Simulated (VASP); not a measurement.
A convergence study with VASP on FeAl (CsCl type): one setting is varied, all else stays as given below, so the limit is that of these other settings.

```xyz
2
Lattice="2.9100 0.0000 0.0000 0.0000 2.9100 0.0000 0.0000 0.0000 2.9100" Properties=species:S:1:pos:R:3 pbc="T T T"
Al     1.4550     1.4550     1.4550
Fe     0.0000     0.0000     0.0000
```

Calculation: PBE GGA, VASP's PBE PAW potentials (set 64) (plane waves; VASP). The tightest run used: 550 eV cut-off, 18×18×18 Monkhorst-Pack mesh, first-order Methfessel-Paxton smearing of 0.10 eV, potentials Al Fe.

Q: The settings run are 1×1×1 mesh; 2×2×2 mesh; 3×3×3 mesh; 4×4×4 mesh; 5×5×5 mesh; 6×6×6 mesh; 7×7×7 mesh; 8×8×8 mesh; 9×9×9 mesh; 10×10×10 mesh; 11×11×11 mesh; 12×12×12 mesh; 13×13×13 mesh; 14×14×14 mesh; 15×15×15 mesh; 16×16×16 mesh; 17×17×17 mesh; 18×18×18 mesh. From which on does the energy per atom stay within 0.01 eV/atom of the tightest run?

A: From 6×6×6 mesh on: it is off by 0.0026 there and by no more than 0.01 in any finer run, while 5×5×5 mesh is off by 0.0347.
```tsv
setting	E (eV/atom)	pressure (GPa)	irreducible k-points	difference judged (eV/atom)
1×1×1 mesh	-5.4089	-24.55	1	0.8853
2×2×2 mesh	-6.2658	-10.74	1	0.0284
3×3×3 mesh	-6.2483	-6.79	4	0.0459
4×4×4 mesh	-6.2135	-5.31	4	0.0807
5×5×5 mesh	-6.2595	-6.26	10	0.0347
6×6×6 mesh	-6.2916	-6.85	10	0.0026
7×7×7 mesh	-6.3004	-7.20	20	0.0062
8×8×8 mesh	-6.3009	-7.20	20	0.0067
9×9×9 mesh	-6.3016	-7.27	35	0.0073
10×10×10 mesh	-6.2928	-7.12	35	0.0014
11×11×11 mesh	-6.2928	-7.08	56	0.0014
12×12×12 mesh	-6.2935	-7.08	56	0.0007
13×13×13 mesh	-6.2935	-7.04	84	0.0007
14×14×14 mesh	-6.2962	-7.10	84	0.0019
15×15×15 mesh	-6.2958	-7.12	120	0.0016
16×16×16 mesh	-6.2961	-7.07	120	0.0019
17×17×17 mesh	-6.2952	-7.13	165	0.0010
18×18×18 mesh	-6.2942	-7.09	165	0.0000
```

Left out are rungs that failed or repeat a setting and relaxations that didn't move; long series are thinned to 24 rows.

The compound is FeAl in the CsCl type structure. The cell was not relaxed at this level. The run is not spin-polarised, so no magnetic state was tried. The electron count is odd and the run is not spin-polarised, which forces a metal.
